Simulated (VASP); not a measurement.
An input for Quantum ESPRESSO's pw.x (written as the equivalent of a VASP run, and not itself run):

```
&CONTROL
  calculation = 'vc-relax'
  pseudo_dir = './pseudo'
  outdir = './out'
  tprnfor = .true.
  tstress = .true.
  nstep = 60
  forc_conv_thr = 0.00039
/
&SYSTEM
  ibrav = 0
  nat = 1
  ntyp = 1
  ecutwfc = 68
  occupations = 'smearing'
  smearing = 'methfessel-paxton'
  degauss = 0.00735
  input_dft = 'pbe'
/
&ELECTRONS
  conv_thr = 7.3e-08
  electron_maxstep = 100
/
&IONS
/
&CELL
/
ATOMIC_SPECIES
  Ir 192.217 Ir.upf
CELL_PARAMETERS angstrom
    -0.0000000    1.9361132    1.9361132
     1.9361132   -0.0000000    1.9361132
     1.9361132    1.9361132    0.0000000
ATOMIC_POSITIONS crystal
  Ir   0.0000000  0.0000000  0.0000000
K_POINTS automatic
  15 15 15 0 0 0
```

Translate this input to VASP (INCAR, KPOINTS, POSCAR, choice of POTCAR).

Several could match; the one computed here: 
### INCAR
```
SYSTEM  =  Ir
PREC  =  Accurate; ENCUT  =  400; LREAL  =  F
LASPH  =  T
EDIFF  =  1E-6; NELM  =  100; ALGO  =  Normal
LMAXMIX  =  6
ISMEAR  =  1; SIGMA  =  0.1
GGA  =  PE
IBRION  =  2; NSW  =  60; ISIF  =  3
EDIFFG  =  -0.01
LWAVE  =  F; LCHARG  =  F
```

File POSCAR:
```
Ir
1.0
  0.0000000000   1.9361131713   1.9361131713
  1.9361131713   0.0000000000   1.9361131713
  1.9361131713   1.9361131713   0.0000000000
Ir
1
Cartesian
  0.0000000000   0.0000000000   0.0000000000
```

KPOINTS:
```
Automatic mesh
0
Gamma
15 15 15
0 0 0
```

POTCAR, in this order: Ir (PBE.64 set). Program: vasp_std.

What does not carry over: the potentials are each code's own (VASP's PAW set, PseudoDojo norm-conserving files in pw.x), so ENCUT and ecutwfc are chosen apart and not converted; conv_thr bounds pw.x's estimated SCF error, while EDIFF bounds the energy change between steps; forc_conv_thr acts on force components and is met together with etot_conv_thr.

The compound is Ir in the fcc structure. It was relaxed first. The start is the result of an earlier pass.
